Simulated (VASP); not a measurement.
An input for Ansatz (written as the equivalent of a VASP run, and not itself run):

Ansatz 0.2 input:
```yaml
crystal:
  lattice:
    - [0.0000000, 3.1425384, 3.1425384]
    - [3.1425384, 0.0000000, 3.1425384]
    - [3.1425384, 3.1425384, 0.0000000]
  atoms:
    - { symbol: Sn, position: [1.0000000, 0.0000000, 0.0000000] }
    - { symbol: Te, position: [0.5000000, 0.5000000, 0.5000000] }
kpoints:
  mp_grid: { grid: [7, 7, 7] }
hamiltonian:
  xc: pbesol
  pseudopotentials: { kind: paw }
scf:
  occupations: { method: gaussian, width: 0.05 }
  max_iter: 100
relax:
  max_steps: 40
  f_tol: 0.02
  cell: {}
output: { forces: true, stress: true, eigenvalues: true }
```

### Question
Write the VASP files for the same calculation (PBEsol).

### Answer
One answer among several that fit: 
INCAR:
```
SYSTEM = SnTe
PREC = Accurate; ENCUT = 500; LREAL = .FALSE.
LASPH = .TRUE.
EDIFF = 1E-6; NELM = 100; ALGO = Normal
LMAXMIX = 4
ISMEAR = 0; SIGMA = 0.05
GGA = PS
IBRION = 2; NSW = 40; ISIF = 3
EDIFFG = -0.02
LWAVE = .FALSE.; LCHARG = .FALSE.
```

### POSCAR
```
SnTe
1
   -0.0000000000     3.1425384091     3.1425384091
    3.1425384091    -0.0000000000     3.1425384091
    3.1425384091     3.1425384091     0.0000000000
Sn Te
1 1
Direct
  1.0000000000   0.0000000000   0.0000000000
  0.5000000000   0.5000000000   0.5000000000
```

KPOINTS:
```
Automatic mesh
0
Gamma
7 7 7
0 0 0
```

POTCAR, in this order: Sn_d Te (PBE.64 set). Program: vasp_std.

What does not carry over: each code has its own PAW files, so the cut-off isn't converted (ENCUT is set for VASP's; basis.ecutwfc is left out, and Ansatz then takes the one that its files recommend); Ansatz stops its SCF on the density residual and VASP on the energy change (EDIFF).

The structure was generated: SnTe was put into the rock salt type (Fm-3m), which need not be its known phase. It was relaxed first, which changed the volume by +16 %.
